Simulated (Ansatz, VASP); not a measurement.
## Na3SI in VASP and in Ansatz

```
I S Na
1.0
     5.72000    0.00000    0.00000
     0.00000    5.72000    0.00000
     0.00000    0.00000    5.72000
I S Na
1 1 3
Direct
  0.00000 0.00000 0.00000
  0.50000 0.50000 0.50000
  0.50000 0.50000 0.00000
  0.50000 0.00000 0.50000
  0.00000 0.50000 0.50000
```

The cell comes from a database or a generator and needn't be the stable form of this composition.

Alike in both runs: task single point; functional PBE; k mesh 4 × 4 × 4; occupations gaussian, width 0.05 eV; no spin polarisation.

|  | VASP | Ansatz |
| --- | --- | --- |
| version | VASP 6.6.1 | Ansatz 0.2.0 |
| potentials or method | VASP PAW PBE potentials, release 64 (I, S, Na_pv) | scalar-relativistic, plane waves, PAW |
| plane-wave cutoff (eV) | 520 | 420 |
| valence electrons in the cell | 34 | 50 |

Ansatz gave:

| Item | Value |
| --- | --- |
| gap on the k mesh at the Fermi level (eV) | 2.10 |
| least direct gap on the mesh (eV) | 2.10 |
| pressure (GPa) | -2.6 |

Task: What did VASP give for the same quantities?

Result: gap on the k mesh at the Fermi level (eV): 2.09; least direct gap on the mesh (eV): 2.09; pressure (GPa): -2.6.

The functional is the same, so the differences come from potentials, cutoffs and numerics. The two sets of potentials don't hold the same shells in valence.

Caveats: spin-orbit coupling is left out, which moves the levels of the heavy elements. As with any semilocal functional, this PBE gap is likely too small.
